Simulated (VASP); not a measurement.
TaC (rock salt): the lattice constant a from VASP (plane waves, PAW) at several levels of theory. Static lattice. The measured value holds thermal and zero-point effects that the static calculation lacks.

```
level                  lattice constant a (Å)  error against measurement
---------------------  ----------------------  -------------------------
LDA                                     4.422                     -0.8 %
PBE                                     4.479                     +0.5 %
PBEsol                                  4.444                     -0.3 %
revPBE                                  4.493                     +0.8 %
PW91                                    4.486                     +0.7 %
PBE-D3 (zero damping)                   4.453                     -0.1 %
optB86b-vdW                             4.467                     +0.2 %
vdW-DF2                                 4.558                     +2.3 %
vdW-DF-cx                               4.456                     -0.0 %
```

Measured: 4.456 Å at 300 K (as given by Wikipedia, Lattice constant (list at 300 K)).

The cell of the LDA run:

```
TaC
1.0
    0.00000     2.21085     2.21085
    2.21085     0.00000     2.21085
    2.21085     2.21085     0.00000
Ta C
1 1
Direct
  0.00000   0.00000   0.00000
  0.50000   0.50000   0.50000
```

Only levels that ran to the end are used. Left out are those held back, those with too coarse a band path, GW runs whose mesh misses a band edge, hybrids' fits of cells that aren't cubic and levels without matching references; a question may draw on a part of the rest.

The compound is TaC in the rock salt structure.
